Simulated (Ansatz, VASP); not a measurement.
**One calculation of Ca4Ti3, two programs**

```
Ca Ti
1.0
     3.73923    0.00000    0.00000
    -1.86961    3.23827    0.00000
     0.00000    0.00000   18.77232
Ca Ti
4 3
Direct
  0.33333 0.66667 0.75097
  0.66667 0.33333 0.24903
  0.33333 0.66667 0.41634
  0.66667 0.33333 0.58366
  0.66667 0.33333 0.89045
  0.00000 0.00000 0.00000
  0.33333 0.66667 0.10955
```

Alike in both runs: task single point; functional PBE; k mesh 6 × 6 × 1; occupations gaussian, width 0.1 eV; no spin polarisation.

```csv
,VASP,Ansatz
version,VASP 6.6.1,Ansatz 0.2.0
potentials or method,"VASP PAW PBE potentials, release 64 (Ca_sv, Ti_sv)","scalar-relativistic, plane waves, PAW"
plane-wave cutoff (eV),520,420
valence electrons in the cell,76,76
```

VASP gave:

```
gap on the k mesh at the Fermi level (eV)       : none
pressure (GPa)                                  : -3.8
largest component of the traceless stress (GPa) : 2.77
rms of the force components (eV/Å)              : 0.262
```

**Question.** Which values does Ansatz return?

**Answer.** gap on the k mesh at the Fermi level (eV): none; pressure (GPa): -3.8; largest component of the traceless stress (GPa): 2.79; rms of the force components (eV/Å): 0.260.

Atom by atom the forces differ by 0.002 eV/Å (rms over components). A gap of «none» marks a metal or a gap that the smearing closes.
